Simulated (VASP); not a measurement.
Input of a VASP 6.6.1 run:

INCAR

```
PREC = Normal
ENCUT = 520
EDIFF = 1E-5
ISMEAR = 0
SIGMA = 0.15
LREAL = Auto
LASPH = T
NELM = 80
ALGO = Fast
ISIF = 2
LWAVE = F
LCHARG = F
GGA = PE
NBANDS = 62
KPAR = 2
```

File KPOINTS:

```
Automatic mesh
0
Gamma
  6 6 6
```

The input POSCAR:

```
Sc2InSb3
1.0
   -2.0920600000      2.0920600000      9.3151300000
    2.0920600000     -2.0920600000      9.3151300000
    4.1841200000      4.1841200000    -18.6302600000
Sc In Sb
4 2 6
Direct
    0.6679730000      0.6679730000      0.0000000000
    0.6679730000      0.6679730000      0.5000000000
    0.3320270000      0.3320270000      0.0000000000
    0.3320270000      0.3320270000      0.5000000000
    0.0000000000      0.0000000000      0.0000000000
    0.0000000000      0.0000000000      0.5000000000
    0.8279420000      0.8279420000      0.0000000000
    0.8279420000      0.8279420000      0.5000000000
    0.1720580000      0.1720580000      0.0000000000
    0.1720580000      0.1720580000      0.5000000000
    0.5000000000      0.5000000000      0.0000000000
    0.5000000000      0.5000000000      0.5000000000
```

Potentials or basis: VASP PAW PBE potentials, release 64 (Sc_sv, In_d, Sb).

Command:

```sh
$ cat potpaw_PBE.64/Sc_sv/POTCAR potpaw_PBE.64/In_d/POTCAR potpaw_PBE.64/Sb/POTCAR > POTCAR
$ mpirun -np 2 vasp_std > vasp.out
```

Question: Estimate the band gap on the k mesh.

Answer: None (metal or under the smearing width).

Question: What does it give for the pressure?

Answer: 0.0 GPa.

Question: What does it give for the largest force?

Answer: 0.020 eV/Å.

Stress tensor (GPa, compression positive):
```
 0.17  0.00  0.00
 0.00  0.17  0.00
 0.00  0.00 -0.20
```

The run has no spin-orbit coupling, so splittings on Sb are missing.
